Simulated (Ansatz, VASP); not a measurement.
# B2O: VASP beside Ansatz, part 2 of 2

Aim: how closely do two programs agree when they are given the same cell, functional and k mesh? The cell is generated by rule, not measured, and may not be a known phase. The cell is taken from a series of runs on this material, whose earlier steps may have relaxed, scaled, displaced or heated it; both programs get it as it stands.

VASP 6.6.1 and Ansatz 0.2.0.

So far. Step 2 (VASP: single point, PBEsol, pair 1): The run ends at a pressure of -15.22 GPa, with forces up to 6.1 eV/Å. Step 3 (Ansatz: single point, PBEsol, pair 1): The run ends at a pressure of -15.13 GPa, with forces up to 6.1 eV/Å.

## Step 5: VASP: single point, PBEsol, pair 2

Level of this step: PBEsol; plane waves and PAW (B, O); invented cell (VASP).

With cell and atoms fixed, the geometry can't cause a difference; cores, projectors, grids and the points listed under the comparison can.

The input, INCAR:

```
SYSTEM = B2O
PREC = Accurate
ENCUT = 600
EDIFF = 1E-06
NELM = 120
ISMEAR = 1
SIGMA = 0.15
LREAL = .FALSE.
ALGO = Normal
GGA = PS
NBANDS = 36
LORBIT = 11
LWAVE = .FALSE.
LCHARG = .FALSE.
ISIF = 2
LASPH = .TRUE.
GGA_COMPAT = .FALSE.
KPAR = 2
```

The input, POSCAR:

```
B2O
1.0
    0.0000000000     -2.4148993545     -2.4148993545
    4.8297987090      2.4148993545     -2.4148993545
    2.4148993545     -4.8297987090      2.4148993545
B O
8 4
Direct
    0.1879221810      0.9152396797      0.6241556378
    0.9404358892      0.6872215238      0.1191282214
    0.6870778190      0.4597603203      0.6258443620
    0.4345641108      0.1877784762      0.1308717784
    0.0620778190      0.3347603203      0.8758443620
    0.8154358892      0.0622215238      0.3691282214
    0.5629221810      0.7902396797      0.8741556378
    0.3095641108      0.5627784762      0.3808717784
    0.4964780230      0.4253901426      0.0070439540
    0.2464780229      0.1753901426      0.5070439540
    0.0035219771      0.0746098574      0.9929560458
    0.7535219770      0.8246098574      0.4929560458
```

The input, KPOINTS:

```
Automatic mesh
0
Gamma
10 6 10
0 0 0
```

PAW data sets: B and O (PBE family, release 64).

The run is started by

```sh
mpirun -np 2 vasp_std
```

Numbers of over 12 decimals in the logs are rounded to 6 here.

What it wrote:

```text
[banner, memory and clock lines left out]
running    2 mpi-ranks, on    1 nodes
[...]
[... a notice as in an earlier step ...]

 LDA part: xc-table for (Slater+PW92), standard interpolation
 POSCAR, INCAR and KPOINTS ok, starting setup
[...]
entering main loop
       N       E                     dE             d eps       ncg     rms          rms(c)
DAV:   1     0.183413998428E+03    0.18341E+03   -0.24767E+04 12384   0.137E+03
DAV:   2    -0.408130236330E+02   -0.22423E+03   -0.20629E+03 14672   0.252E+02
DAV:   3    -0.602392504728E+02   -0.19426E+02   -0.18484E+02 17064   0.652E+01
DAV:   4    -0.606414492159E+02   -0.40220E+00   -0.39892E+00 15868   0.932E+00
[...]
DAV:  12    -0.586879680163E+02    0.31657E-04   -0.12392E-04 16888   0.836E-02    0.278E-02
DAV:  13    -0.586879740629E+02   -0.60466E-05   -0.81654E-05 14904   0.486E-02    0.132E-02
DAV:  14    -0.586879737948E+02    0.26813E-06   -0.52174E-06 15120   0.193E-02
   1 F= -.58687974E+02 E0= -.58688004E+02  d E =0.891683E-04
```

OUTCAR, selected parts (step 5):

```text
  Total      -10.3579523    -14.8844309    -14.8844309     -2.6215006     -0.3751976      2.6215009
  in kB     -147.2981854   -211.6682519   -211.6682519    -37.2797896     -5.3356035     37.2797937
  external PRESSURE =    -190.2115630 kB  Pullay stress =       0.0000000 kB

 POSITION                                       TOTAL-FORCE (eV/Angst)
 -----------------------------------------------------------------------------------
      5.92770     -1.25815     -1.15675        -0.728166      0.443091     -0.443091
      3.60682     -1.18685     -3.64295        -0.037260      0.560667     -0.560667
      3.73190     -3.57165     -1.25815         1.344872      0.939015     -0.939015
      1.22297     -1.22805     -1.18685        -0.011981      1.172996     -1.172996
      3.73190     -3.57165      1.15675         0.728166     -0.443091      0.443091
      1.19192     -3.60175     -1.22805         0.011981     -1.172996      1.172996
      5.92770     -3.67305     -1.15675        -1.344872     -0.939015      0.939015
      3.63787     -1.22805     -1.18685         0.037260     -0.560667      0.560667
      2.07156     -0.20569     -2.20921        -4.220130     -2.580775      2.580775
      2.07156     -2.62059      0.20569        -2.981862     -2.402332      2.402332
      2.75824     -4.62411      2.20921         2.981862      2.402332     -2.402332
      5.17314     -2.20921     -2.62059         4.220130      2.580775     -2.580775
 -----------------------------------------------------------------------------------
    total drift:                                0.000000     -0.000001     -0.000000

  FREE ENERGIE OF THE ION-ELECTRON SYSTEM (eV)
  ---------------------------------------------------
  free  energy   TOTEN  =       -58.6879737948 eV

  energy  without entropy=      -58.6880629631  energy(sigma->0) =      -58.68800352

[... 2 parts as in an earlier step ...]

[... 1 further part left out ...]
[key lines of the parts left out:]
E-fermi :   4.7940
```

The run ends at a pressure of -19.02 GPa, with forces up to 5.6 eV/Å.

## Step 6: Ansatz: single point, PBEsol, pair 2

The same cell, functional, mesh and smearing now go to Ansatz, which takes its cutoff from its data sets.

The cell is taken from a series of runs on this material, whose earlier steps may have relaxed, scaled, displaced or heated it; both programs get it as it stands.

The input, input.yaml:

```yaml
crystal:
  lattice:
    - [0.0, -2.4148993545, -2.4148993545]
    - [4.829798709, 2.4148993545, -2.4148993545]
    - [2.4148993545, -4.829798709, 2.4148993545]
  atoms:
    - { symbol: B, position: [0.1879221811, 0.9152396797, 0.6241556379] }
    - { symbol: B, position: [0.9404358893, 0.6872215238, 0.1191282215] }
    - { symbol: B, position: [0.6870778189, 0.4597603203, 0.6258443621] }
    - { symbol: B, position: [0.4345641107, 0.1877784762, 0.1308717785] }
    - { symbol: B, position: [0.0620778189, 0.3347603203, 0.8758443621] }
    - { symbol: B, position: [0.8154358893, 0.0622215238, 0.3691282215] }
    - { symbol: B, position: [0.5629221811, 0.7902396797, 0.8741556379] }
    - { symbol: B, position: [0.3095641107, 0.5627784762, 0.3808717785] }
    - { symbol: O, position: [0.4964780229, 0.4253901426, 0.0070439541] }
    - { symbol: O, position: [0.2464780229, 0.1753901426, 0.5070439541] }
    - { symbol: O, position: [0.0035219771, 0.0746098574, -0.0070439541] }
    - { symbol: O, position: [0.7535219771, 0.8246098574, 0.4929560459] }
kpoints:
  mp_grid: { grid: [10, 6, 10] }
hamiltonian:
  xc: pbesol
scf:
  occupations: { method: methfessel_paxton, width: 0.15 }
output:
  forces: true
  stress: true
  eigenvalues: true
```

The run is started by

```sh
ansatz run input.yaml --threads 4 --pin off --max-ram 7168MiB --backend cpu --events-out ev --progress --plain --runs-dir out
```

What it wrote:

```text
[...]
Crystal: 12 atoms, lattice volume = 112.664 Å³
Basis set: ecut = 420 eV, 2205 PW (Γ), exchange–correlation on 48×80×80 points (8 copies of the dense FFT grid, shifted against one another)
Bands: 36, of which v1, the nominal top of the filled ones, is band 24 counted from 1 (23 counted from 0)
Symmetry: 4 space group operations
[...]
k-points: 172 of 600
[...]
k-point 0: bands = [... 20 lower, 5.2009, 6.4295, 6.7355, 7.4199, 7.4359, 7.6480, 7.7276, 8.0066, ... 8 higher]
  k-point 1: bands = [... 20 lower, 5.2556, 6.3776, 6.6806, 7.3069, 7.4426, 7.6937, 7.7732, 7.9898, ... 8 higher]
  k-point 2: bands = [... 20 lower, 5.2532, 6.0722, 6.7075, 7.2372, 7.4642, 7.7165, 7.9006, 8.1176, ... 8 higher]
  k-point 171: bands = [... 20 lower, 5.2296, 5.8062, 6.7436, 6.9692, 7.6698, 7.8803, 8.5140, 8.5997, ... 8 higher]
[key lines of the parts left out:]
SCF converged after 7 iterations
Free energy (F): -3435.921165 eV
Fermi energy:    7.242311 eV
P = ⅓ Tr σ = -18.9933 GPa (-189.933 kbar)
```

The run ends at a pressure of -18.99 GPa, with forces up to 5.6 eV/Å.

## Step 7: Side by side

Compared:

```csv
quantity,Ansatz,VASP,difference
pressure (GPa),-18.99,-19.02,+0.03
```

Forces on 8 of the 12 atoms, those with the largest forces and the largest differences (eV/Å; atoms numbered as in POSCAR):

```csv
atom,"Ansatz x, y, z","VASP x, y, z"
B3,"1.347, 0.941, -0.941","1.345, 0.939, -0.939"
B4,"0.003, 1.213, -1.213","-0.012, 1.173, -1.173"
B6,"-0.003, -1.213, 1.213","0.012, -1.173, 1.173"
B7,"-1.347, -0.941, 0.941","-1.345, -0.939, 0.939"
O9,"-4.248, -2.610, 2.610","-4.220, -2.581, 2.581"
O10,"-3.003, -2.420, 2.420","-2.982, -2.402, 2.402"
O11,"3.003, 2.420, -2.420","2.982, 2.402, -2.402"
O12,"4.248, 2.610, -2.610","4.220, 2.581, -2.581"
```

The forces differ by 22 meV/Å r.m.s., which is 1.2 % of the r.m.s. force of 1.817 eV/Å (both taken over all components).

## Step 8: VASP: single point, PBEsol, pair 3

With cell and atoms fixed, the geometry can't cause a difference; cores, projectors, grids and the points listed under the comparison can.

INCAR is that of step 5.

The input, POSCAR:

```
B2O
1.0
    0.0000000000     -2.4148993545     -2.4148993545
    4.8297987090      2.4148993545     -2.4148993545
    2.4148993545     -4.8297987090      2.4148993545
B O
8 4
Direct
    0.1880629080      0.9078195729      0.6238741839
    0.9414145190      0.6871286984      0.1171709620
    0.6869370920      0.4671804271      0.6261258161
    0.4335854810      0.1878713016      0.1328290380
    0.0619370920      0.3421804271      0.8761258161
    0.8164145190      0.0621286984      0.3671709620
    0.5630629080      0.7828195729      0.8738741839
    0.3085854810      0.5628713016      0.3828290380
    0.4953040306      0.4005201901      0.0093919388
    0.2453040306      0.1505201901      0.5093919388
    0.0046959694      0.0994798099      0.9906080612
    0.7546959694      0.8494798099      0.4906080612
```

KPOINTS is that of step 5.

The run is started by

```sh
mpirun -np 2 vasp_std
```

What it wrote:

```text
[... set-up lines as in an earlier step ...]
 entering main loop
       N       E                     dE             d eps       ncg     rms          rms(c)
DAV:   1     0.187105552776E+03    0.18711E+03   -0.25079E+04 12384   0.137E+03
DAV:   2    -0.446362575653E+02   -0.23174E+03   -0.21310E+03 14844   0.254E+02
DAV:   3    -0.635585092785E+02   -0.18922E+02   -0.18072E+02 16324   0.661E+01
DAV:   4    -0.639394624902E+02   -0.38095E+00   -0.37820E+00 15480   0.941E+00
[...]
DAV:  12    -0.615624436115E+02    0.42558E-05   -0.59255E-05 17044   0.509E-02    0.157E-02
DAV:  13    -0.615624495264E+02   -0.59149E-05   -0.23392E-05 14552   0.253E-02    0.764E-03
DAV:  14    -0.615624495021E+02    0.24286E-07   -0.24508E-06 10612   0.101E-02
   1 F= -.61562450E+02 E0= -.61562164E+02  d E =-.857343E-03
```

Parts of OUTCAR (step 8):

```text
  Total       -8.3403468    -17.0800832    -17.0800832     -1.8342684     -1.3168257      1.8342695
  in kB     -118.6062561   -242.8921458   -242.8921458    -26.0847312    -18.7262910     26.0847479
  external PRESSURE =    -201.4635159 kB  Pullay stress =       0.0000000 kB

 POSITION                                       TOTAL-FORCE (eV/Angst)
 -----------------------------------------------------------------------------------
      5.89118     -1.27505     -1.13985        -0.619815      0.902128     -0.902128
      3.60165     -1.17999     -3.64981        -0.166902      0.548429     -0.548429
      3.76842     -3.55475     -1.27505         1.443225      0.918946     -0.918946
      1.22815     -1.23491     -1.17999        -0.290813      1.583377     -1.583377
      3.76842     -3.55475      1.13985         0.619815     -0.902128      0.902128
      1.18675     -3.59489     -1.23491         0.290813     -1.583377      1.583377
      5.89118     -3.68995     -1.13985        -1.443225     -0.918946      0.918946
      3.64305     -1.23491     -1.17999         0.166902     -0.548429      0.548429
      1.95711     -0.27425     -2.14064        -2.956607     -2.212892      2.212892
      1.95711     -2.68915      0.27425        -2.377273     -2.150532      2.150532
      2.87269     -4.55554      2.14064         2.377273      2.150532     -2.150532
      5.28759     -2.14064     -2.68915         2.956607      2.212892     -2.212892
 -----------------------------------------------------------------------------------
    total drift:                               -0.000000      0.000000     -0.000000

  FREE ENERGIE OF THE ION-ELECTRON SYSTEM (eV)
  ---------------------------------------------------
  free  energy   TOTEN  =       -61.5624495021 eV

  energy  without entropy=      -61.5615921586  energy(sigma->0) =      -61.56216372

[... 2 parts as in an earlier step ...]

[... 1 further part left out ...]
[key lines of the parts left out:]
E-fermi :   4.5823
```

The run ends at a pressure of -20.15 GPa, with forces up to 4.3 eV/Å.

## Step 9: Ansatz: single point, PBEsol, pair 3

The same cell, functional, mesh and smearing now go to Ansatz, which takes its cutoff from its data sets.

The cell is taken from a series of runs on this material, whose earlier steps may have relaxed, scaled, displaced or heated it; both programs get it as it stands.

The input, input.yaml:

```yaml
crystal:
  lattice:
    - [0.0, -2.4148993545, -2.4148993545]
    - [4.829798709, 2.4148993545, -2.4148993545]
    - [2.4148993545, -4.829798709, 2.4148993545]
  atoms:
    - { symbol: B, position: [0.1880629081, 0.9078195729, 0.6238741839] }
    - { symbol: B, position: [0.941414519, 0.6871286984, 0.117170962] }
    - { symbol: B, position: [0.6869370919, 0.4671804271, 0.6261258161] }
    - { symbol: B, position: [0.433585481, 0.1878713016, 0.132829038] }
    - { symbol: B, position: [0.0619370919, 0.3421804271, 0.8761258161] }
    - { symbol: B, position: [0.816414519, 0.0621286984, 0.367170962] }
    - { symbol: B, position: [0.5630629081, 0.7828195729, 0.8738741839] }
    - { symbol: B, position: [0.308585481, 0.5628713016, 0.382829038] }
    - { symbol: O, position: [0.4953040306, 0.4005201901, 0.0093919388] }
    - { symbol: O, position: [0.2453040306, 0.1505201901, 0.5093919388] }
    - { symbol: O, position: [0.0046959694, 0.0994798099, -0.0093919388] }
    - { symbol: O, position: [0.7546959694, 0.8494798099, 0.4906080612] }
kpoints:
  mp_grid: { grid: [10, 6, 10] }
hamiltonian:
  xc: pbesol
scf:
  occupations: { method: methfessel_paxton, width: 0.15 }
output:
  forces: true
  stress: true
  eigenvalues: true
```

The run is started by

```sh
ansatz run input.yaml --threads 4 --pin off --max-ram 7168MiB --backend cpu --events-out ev --progress --plain --runs-dir out
```

What it wrote:

```text
[...]
Crystal: 12 atoms, lattice volume = 112.664 Å³
Basis set: ecut = 420 eV, 2205 PW (Γ), exchange–correlation on 48×80×80 points (8 copies of the dense FFT grid, shifted against one another)
Bands: 36, of which v1, the nominal top of the filled ones, is band 24 counted from 1 (23 counted from 0)
Symmetry: 4 space group operations
[...]
k-points: 172 of 600
[...]
k-point 0: bands = [... 20 lower, 5.3231, 6.2496, 6.8899, 7.1156, 7.3433, 7.3441, 7.7883, 7.8717, ... 8 higher]
  k-point 1: bands = [... 20 lower, 5.4311, 6.1437, 6.7971, 7.1089, 7.2397, 7.5022, 7.6590, 7.9366, ... 8 higher]
  k-point 2: bands = [... 20 lower, 5.5820, 5.8115, 6.6860, 7.1067, 7.1827, 7.4765, 7.7158, 8.1666, ... 8 higher]
  k-point 171: bands = [... 20 lower, 5.0255, 5.8532, 6.3850, 6.7815, 7.4939, 7.5837, 8.0247, 8.1553, ... 8 higher]
[key lines of the parts left out:]
SCF converged after 7 iterations
Free energy (F): -3438.821420 eV
Fermi energy:    7.031253 eV
P = ⅓ Tr σ = -20.2004 GPa (-202.004 kbar)
```

The run ends at a pressure of -20.20 GPa, with forces up to 4.4 eV/Å.

## Step 10: Differences

The two programs side by side:

```
      quantity  Ansatz    VASP  difference
pressure (GPa)  -20.20  -20.15       -0.05
```

Forces on 7 of the 12 atoms, those with the largest forces and the largest differences (eV/Å; atoms numbered as in POSCAR):

```csv
atom,"Ansatz x, y, z","VASP x, y, z"
B4,"-0.255, 1.656, -1.656","-0.291, 1.583, -1.583"
B6,"0.255, -1.656, 1.656","0.291, -1.583, 1.583"
B7,"-1.446, -0.921, 0.921","-1.443, -0.919, 0.919"
O9,"-2.996, -2.272, 2.272","-2.957, -2.213, 2.213"
O10,"-2.403, -2.177, 2.177","-2.377, -2.151, 2.151"
O11,"2.403, 2.177, -2.177","2.377, 2.151, -2.151"
O12,"2.996, 2.272, -2.272","2.957, 2.213, -2.213"
```

The forces differ by 39 meV/Å r.m.s., which is 2.5 % of the r.m.s. force of 1.580 eV/Å (both taken over all components).

## Step 11: Outcome

- r.m.s. force difference (single point, PBEsol, pair 1): 0.74 % of the r.m.s. force
- r.m.s. force difference (single point, PBEsol, pair 2): 1.2 % of the r.m.s. force
- r.m.s. force difference (single point, PBEsol, pair 3): 2.5 % of the r.m.s. force

What this shows: The r.m.s. force difference is 2.5 % of the r.m.s. force (single point, PBEsol, pair 3), within the 3 % picked in this series as the mark of a large difference. Such differences can come from data sets, numerical settings and the points named under the comparisons, not from the functional's error against experiment.

[Lines on the potential files, build, host, timing and source positions are cut from VASP's logs without a mark.]

[Logs are printed without paths, hosts, clocks, repeated set-up lines and the standing remarks that a program may print on its own settings, such as how far it seeks lower states.]

[Hosts, paths, dates, database ids (printed as entryN), source tags and the programs' standing remarks are cut or masked in the printed files.]
